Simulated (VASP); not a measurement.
Input for VASP

### KPOINTS
```
Automatic mesh
0
Gamma
10 10 10
0 0 0
```

**INCAR**
```
SYSTEM = AlN
PREC = Accurate
ENCUT = 520
EDIFF = 1E-7
NELM = 100
ALGO = Normal
LREAL = .FALSE.
LASPH = .TRUE.
ISMEAR = 0
SIGMA = 0.05
GGA = 91
LWAVE = .FALSE.
LCHARG = .FALSE.
ISIF = 2
```

File POSCAR:
```
AlN
1
    0.0000000000     2.1549015700     2.1549015700
    2.1549015700     0.0000000000     2.1549015700
    2.1549015700     2.1549015700     0.0000000000
Al N
1 1
Direct
  0.0000000000   0.0000000000   0.0000000000
  0.2500000000   0.2500000000   0.2500000000
```

POTCAR, in this order: Al N (PBE.64 set). Program: vasp_std.

Q: Translate this PW91 calculation to Quantum ESPRESSO's pw.x.

A: One equivalent input (not run):
```
&CONTROL
  calculation = 'scf'
  pseudo_dir = './pseudo'
  outdir = './out'
  tprnfor = .true.
  tstress = .true.
/
&SYSTEM
  ibrav = 0
  nat = 2
  ntyp = 2
  ecutwfc = 84
  occupations = 'smearing'
  smearing = 'gaussian'
  degauss = 0.003675
  input_dft = 'pw91'
/
&ELECTRONS
  conv_thr = 7.3e-09
  electron_maxstep = 100
/
ATOMIC_SPECIES
  Al 26.982 Al.upf
  N 14.007 N.upf
CELL_PARAMETERS angstrom
     0.0000000    2.1549016    2.1549016
     2.1549016    0.0000000    2.1549016
     2.1549016    2.1549016    0.0000000
ATOMIC_POSITIONS crystal
  Al   0.0000000  0.0000000  0.0000000
  N    0.2500000  0.2500000  0.2500000
K_POINTS automatic
  10 10 10 0 0 0
```
What does not carry over: the potentials are each code's own (VASP's PAW set, PseudoDojo norm-conserving files in pw.x), so ENCUT and ecutwfc are chosen apart and not converted; conv_thr bounds pw.x's estimated SCF error, while EDIFF bounds the energy change between steps.

The compound is AlN in the zinc blende structure, a metastable form; wurtzite is the usual one. This cell is one point of a volume scan, at 0.94 of the reference volume.
